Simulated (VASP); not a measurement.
A 71-atom supercell of SiC (4h) holds Si vacancy in charge state -1. It is relaxed twice, with the total moment held at 1 and at 3 μB. These are PBE GGA, VASP's PBE PAW potentials (set 64) (plane waves; VASP 6.6.1) values and carry that method's errors. Run with PREC = Normal, LREAL = Auto, ISYM = 0, NELECT = 285.0, EDIFF = 1E-5, 400 eV cut-off, 1×1×1 Γ-centred mesh, Gaussian smearing of 0.050 eV, potentials Si C.

The cell is charged, with a uniform compensating background. The supercell is sampled at Γ alone, which is coarse: total energies, pressure and levels can be off, energies of defects by several tenths of an eV.

Question: Which spin state lies lower, and by how much?

Answer: The state with 3 μB lies lower, by 0.12 eV.

The cell is a supercell with a defect, built from SiC (4h).
